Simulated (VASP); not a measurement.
The system is IrC.

```
CELL_PARAMETERS angstrom
0.00000 2.31043 2.31043
2.31043 0.00000 2.31043
2.31043 2.31043 0.00000
ATOMIC_POSITIONS crystal
Ir 0.00000 0.00000 0.00000
C 0.75000 0.75000 0.75000
```

The cell was built by a generator and needn't be a form met in nature.

Base run:

| Property | Result |
| --- | --- |
| Program | VASP 6.6.1 |
| Functional | r2SCAN |
| Potentials or basis | VASP PAW PBE potentials, release 64 (Ir, C) |
| Cutoff | 520 eV |
| k mesh | 10 × 10 × 10 |
| Occupations | fermi-dirac, width 0.05 eV |
| Spin | no spin polarisation |
| Hubbard terms | Ir d U = 6 eV |

Its results: band gap on the k mesh none (metal or under the smearing width); pressure -19.2 GPa.

Q: After a change of settings the same cell gave: band gap on the k mesh none (metal or under the smearing width); pressure -5.6 GPa. Which change was it?
A. hubbard terms from Ir d U = 6 eV to Ir d U = 3 eV
B. hubbard terms from Ir d U = 6 eV to none
C. hubbard terms from Ir d U = 6 eV to Ir d U = 2 eV

A: C.

Caveats: the PAW data sets were made with another functional, which shifts forces and pressure a little; U without spin polarisation on a metal has little footing; the U is typed as a test and isn't derived for this compound.

Not every run made on this cell is shown here.
